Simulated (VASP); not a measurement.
SnTe (rock salt): the cohesive energy from VASP (plane waves, PAW) at several levels of theory. Atoms are spin-polarised in a large box without symmetry, with the spin fixed by Hund's rule, and may not be in the lowest state of each functional; no zero-point energy is added. Spin-orbit coupling is left out, which shifts such energies by up to tenths of an eV for the heavy elements here.

```csv
level,cohesive energy (eV/atom)
LDA,3.94
PBE,3.09
RPBE,2.67
PBE-D3(BJ),3.48
r2SCAN,3.03
```

The cell of the LDA run:

SnTe is taken in the cubic space group Fm-3m (No. 225), the rock salt structure, Pearson symbol cF8. Lattice parameters: a = b = c = 6.235 Å, α = β = γ = 90.00°. Sn on 4a is surrounded by 6 Te at 3.118 Å (octahedral). Te on 4b is surrounded by 6 Sn at 3.118 Å (octahedral). (Neighbours: up to the widest gap in distance over summed covalent radii, below 1.35, at either atom; cation-cation and far metal-metal contacts left out.)
(The calculation used a cell of 2 atoms; values per cell refer to that cell.)

Only levels that ran to the end are used. Left out are those held back, those with too coarse a band path, GW runs whose mesh misses a band edge, hybrids' fits of cells that aren't cubic and levels without matching references; a question may draw on a part of the rest.
